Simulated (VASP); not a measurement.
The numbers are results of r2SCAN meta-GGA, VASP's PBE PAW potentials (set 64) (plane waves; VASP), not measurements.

Input for VASP

**KPOINTS**
```
Automatic mesh
0
Gamma
5 3 1
0 0 0
```

### POSCAR
```
KCl(110) slab
1
    4.4477020000     0.0000000000     0.0000000000
    0.0000000000     6.2900000000     0.0000000000
    0.0000000000     0.0000000000    28.3431050000
K Cl
6 6
Direct
  0.0000000000   0.0000000000   0.3062821269
  0.5000000000   0.5000000000   0.3802632985
  0.0000000000   0.0000000000   0.4610210775
  0.5000000000   0.5000000000   0.5389789225
  0.0000000000   0.0000000000   0.6197367015
  0.5000000000   0.5000000000   0.6937178731
  0.5000000000   0.0000000000   0.3804241957
  0.0000000000   0.5000000000   0.3047123794
  0.5000000000   0.0000000000   0.5387759449
  0.0000000000   0.5000000000   0.4612240551
  0.5000000000   0.0000000000   0.6952876206
  0.0000000000   0.5000000000   0.6195758043
```

**INCAR**
```
SYSTEM = KCl(110) slab
PREC = Normal
ENCUT = 400
EDIFF = 1E-6
NELM = 100
ALGO = Normal
LREAL = .FALSE.
LASPH = .TRUE.
ISMEAR = 0
SIGMA = 0.05
METAGGA = R2SCAN
LMIXTAU = .TRUE.
LWAVE = .FALSE.
LCHARG = .FALSE.
NELMIN = 4
LDIPOL = .TRUE.
IDIPOL = 3
DIPOL = 0.5 0.5 0.5
LVHAR = .TRUE.
LORBIT = 11
```

POTCAR, in this order: K_sv Cl (PBE.64 set). Program: vasp_std. Read from the step before: WAVECAR.

The run wrote:

### OSZICAR
```
       N       E                     dE             d eps       ncg     rms          rms(c)
DAV:   1    -0.979619338421E+02   -0.97962E+02   -0.22243E-05   664   0.248E-02    0.558E-03
DAV:   2    -0.979619339069E+02   -0.64820E-07   -0.67725E-06   590   0.131E-02    0.289E-03
DAV:   3    -0.979619324370E+02    0.14699E-05   -0.17132E-06   492   0.820E-03    0.157E-03
DAV:   4    -0.979619322001E+02    0.23698E-06   -0.14642E-06   484   0.778E-03
   1 F= -.97961932E+02 E0= -.97961932E+02  d E =-.531234E-14
```

**OUTCAR**
```
------------------------ aborting loop because EDIFF is reached ----------------------------------------
  FORCE on cell =-STRESS in cart. coord.  units (eV):
  Direction    XX          YY          ZZ          XY          YZ          ZX
  --------------------------------------------------------------------------------------
  Total        0.9163586     -2.4394930     -0.3975230      0.0000000      0.0000000      0.0000000
  in kB        1.8515793     -4.9291996     -0.8032285      0.0000000      0.0000000      0.0000000
  external PRESSURE =      -1.2936163 kB  Pullay stress =       0.0000000 kB
  volume of cell :      792.93
      direct lattice vectors                 reciprocal lattice vectors
     4.447702000  0.000000000  0.000000000     0.224835207  0.000000000  0.000000000
     0.000000000  6.290000000  0.000000000     0.000000000  0.158982512  0.000000000
     0.000000000  0.000000000 28.343105000     0.000000000  0.000000000  0.035281950
 POSITION                                       TOTAL-FORCE (eV/Angst)
 -----------------------------------------------------------------------------------
      0.00000      0.00000      8.68099         0.000000      0.000000      0.010409
      2.22385      3.14500     10.77784         0.000000      0.000000     -0.014926
      0.00000      0.00000     13.06677         0.000000      0.000000     -0.012434
      2.22385      3.14500     15.27634         0.000000      0.000000      0.012434
      0.00000      0.00000     17.56526         0.000000      0.000000      0.014926
      2.22385      3.14500     19.66212         0.000000      0.000000     -0.010409
      2.22385      0.00000     10.78240         0.000000      0.000000      0.025286
      0.00000      3.14500      8.63649         0.000000      0.000000      0.005801
      2.22385      0.00000     15.27058         0.000000      0.000000      0.022494
      0.00000      3.14500     13.07252         0.000000      0.000000     -0.022494
      2.22385      0.00000     19.70661         0.000000      0.000000     -0.005801
      0.00000      3.14500     17.56070         0.000000      0.000000     -0.025286
 -----------------------------------------------------------------------------------
    total drift:                                0.000000      0.000000      0.000000
  FREE ENERGIE OF THE ION-ELECTRON SYSTEM (eV)
  ---------------------------------------------------
  free  energy   TOTEN  =       -97.9619322001 eV

  energy  without entropy=      -97.9619322001  energy(sigma->0) =      -97.96193220

 total charge

# of ion       s       p       d       tot
------------------------------------------
    1        1.957   5.675   0.021   7.653
    2        1.959   5.679   0.024   7.662
    3        1.958   5.678   0.022   7.658
    4        1.958   5.678   0.022   7.658
    5        1.959   5.679   0.024   7.662
    6        1.957   5.675   0.021   7.653
    7        1.595   3.598   0.000   5.193
    8        1.594   3.581   0.000   5.175
    9        1.594   3.593   0.000   5.188
   10        1.594   3.593   0.000   5.188
   11        1.594   3.581   0.000   5.175
   12        1.595   3.598   0.000   5.193
--------------------------------------------------
tot         21.313  55.613   0.133  77.059
```
(Selected blocks of OUTCAR.)

OUTCAR:
```
 val. band max:       -4.0013919020   @ k =   0.0000   0.0000   0.0000

 cond. band min:       1.1369189501   @ k =   0.0000   0.0000   0.0000


 Fermi energy:        -3.7409784669

 k-point     1 :       0.0000    0.0000    0.0000
  band No.  band energies     occupation
      1     -33.5028      2.00000
      2     -33.5028      2.00000
      3     -32.8550      2.00000
      4     -32.8481      2.00000
      5     -32.5975      2.00000
      6     -32.5975      2.00000
      7     -17.4566      2.00000
      8     -17.4486      2.00000
      9     -17.2097      2.00000
     10     -17.1496      2.00000
     11     -16.5784      2.00000
     12     -16.5774      2.00000
     13     -16.2463      2.00000
     14     -16.2463      2.00000
     15     -16.1717      2.00000
     16     -16.1704      2.00000
     17     -16.1556      2.00000
     18     -16.1556      2.00000
     19     -15.6477      2.00000
     20     -15.5850      2.00000
     21     -15.5774      2.00000
     22     -15.5565      2.00000
     23     -15.5100      2.00000
     24     -15.4790      2.00000
     25     -15.3851      2.00000
     26     -15.3847      2.00000
     27     -15.3075      2.00000
     28     -15.3067      2.00000
     29     -15.1942      2.00000
     30     -15.1890      2.00000
     31      -5.3396      2.00000
     32      -5.2881      2.00000
     33      -5.1853      2.00000
     34      -5.1051      2.00000
     35      -4.9991      2.00000
     36      -4.9741      2.00000
     37      -4.9493      2.00000
     38      -4.8790      2.00000
     39      -4.8645      2.00000
     40      -4.7570      2.00000
     41      -4.6173      2.00000
     42      -4.6140      2.00000
     43      -4.3279      2.00000
     44      -4.3259      2.00000
     45      -4.2803      2.00000
     46      -4.2561      2.00000
     47      -4.0037      2.00000
     48      -4.0014      2.00000
     49       1.1369      0.00000
     50       1.3077      0.00000
     51       1.9349      0.00000
...
```

The cell is a thin slab with vacuum, built from KCl (rock salt): (110) face.
